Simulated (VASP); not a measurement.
Level of theory: PBEsol GGA, VASP's PBE PAW potentials (set 64) (plane waves; VASP 6.6.1).

A VASP calculation is set up with these files.

INCAR:
```
NELM = 100
ENCUT = 400   # plane-wave cut-off (eV)
LASPH = T   # aspherical one-centre terms
LWAVE = F
ALGO = Normal
LCHARG = F
LREAL = F
PREC = Accurate
GGA = PS   # PBEsol
SIGMA = 0.01   # width (eV)
EDIFF = 1E-6
SYSTEM = CaC2
ISMEAR = 0
ISIF = 2   # forces and stress, cell fixed
```

POSCAR:
```
CaC2
1
    3.8762460000     0.0000000000     0.0000000000
    1.8496410000     3.5393480000     0.0000000000
    0.4117880000     1.0069440000     7.2199330000
Ca C
2 4
Direct
  0.2255500000   0.9806000000   0.7524700000
  0.7744500000   0.0194000000   0.2475300000
  0.1314500000   0.4005100000   0.0601600000
  0.8685500000   0.5994900000   0.9398400000
  0.4481600000   0.6344100000   0.4339600000
  0.5518400000   0.3655900000   0.5660400000
```

### KPOINTS
```
Automatic mesh
0
Gamma
7 6 3
0 0 0
```

POTCAR, in this order: Ca_sv C (PBE.64 set). Program: vasp_std.

What VASP printed:

OSZICAR:
```
       N       E                     dE             d eps       ncg     rms          rms(c)
DAV:   1     0.258095098983E+03    0.25810E+03   -0.15792E+04  2832   0.127E+03
DAV:   2    -0.248184330660E+02   -0.28291E+03   -0.27705E+03  3414   0.369E+02
DAV:   3    -0.462747184001E+02   -0.21456E+02   -0.21256E+02  4572   0.904E+01
DAV:   4    -0.472019321631E+02   -0.92721E+00   -0.92615E+00  4318   0.173E+01
DAV:   5    -0.472360144571E+02   -0.34082E-01   -0.34081E-01  4036   0.230E+00    0.124E+01
DAV:   6    -0.426782820595E+02    0.45577E+01   -0.12296E+01  3404   0.162E+01    0.611E+00
DAV:   7    -0.423421903047E+02    0.33609E+00   -0.33050E+00  4032   0.832E+00    0.245E+00
DAV:   8    -0.423520994375E+02   -0.99091E-02   -0.64428E-01  3348   0.429E+00    0.722E-01
DAV:   9    -0.423347353070E+02    0.17364E-01   -0.11736E-01  3946   0.170E+00    0.179E-01
DAV:  10    -0.423364121516E+02   -0.16768E-02   -0.10789E-02  4672   0.483E-01    0.100E-01
DAV:  11    -0.423367791223E+02   -0.36697E-03   -0.98989E-04  3784   0.162E-01    0.625E-02
DAV:  12    -0.423366691991E+02    0.10992E-03   -0.57198E-04  3416   0.141E-01    0.138E-02
DAV:  13    -0.423366729858E+02   -0.37867E-05   -0.38636E-05  5024   0.377E-02    0.452E-03
DAV:  14    -0.423366732310E+02   -0.24523E-06   -0.20961E-06  2940   0.104E-02
   1 F= -.42336673E+02 E0= -.42336673E+02  d E =-.604495E-14
```

OUTCAR:
```
------------------------ aborting loop because EDIFF is reached ----------------------------------------
  FORCE on cell =-STRESS in cart. coord.  units (eV):
  Direction    XX          YY          ZZ          XY          YZ          ZX
  --------------------------------------------------------------------------------------
  Total       -2.1789955     -1.9447419     -1.7561211      0.0187597     -0.1999546      0.0059966
  in kB      -35.2451325    -31.4560944    -28.4051625      0.3034366     -3.2342540      0.0969948
  external PRESSURE =     -31.7021298 kB  Pullay stress =       0.0000000 kB
  volume of cell :       99.05
      direct lattice vectors                 reciprocal lattice vectors
     3.876246000  0.000000000  0.000000000     0.257981563 -0.134819542  0.004088960
     1.849641000  3.539348000  0.000000000     0.000000000  0.282537914 -0.039404778
     0.411788000  1.006944000  7.219933000     0.000000000  0.000000000  0.138505440
 POSITION                                       TOTAL-FORCE (eV/Angst)
 -----------------------------------------------------------------------------------
      2.99790      4.22838      5.43278         0.056775     -0.017305      0.002372
      3.13977      0.31791      1.78715        -0.056775      0.017305     -0.002372
      1.27511      1.47812      0.43435         0.123959     -0.119431      0.202652
      4.86257      3.06817      6.78558        -0.123959      0.119431     -0.202652
      3.08931      2.68237      3.13316         0.006701      0.168933     -0.197410
      3.04837      1.86392      4.08677        -0.006701     -0.168933      0.197410
 -----------------------------------------------------------------------------------
    total drift:                               -0.000000      0.000000     -0.000000
  FREE ENERGIE OF THE ION-ELECTRON SYSTEM (eV)
  ---------------------------------------------------
  free  energy   TOTEN  =       -42.3366732310 eV

  energy  without entropy=      -42.3366732310  energy(sigma->0) =      -42.33667323
```
(Selected blocks of OUTCAR.)

At this cut-off the stress carries a Pulay error, which pulls relaxed volumes low.

The structure comes from a computed database's CaC2 entry; how it stands against other phases isn't given here. The cell was not relaxed at this level. The run is one of a series of settings (GGA = PS, POTCAR Ca_sv C (PBE.64 set) against the base run), some of them coarse on purpose.
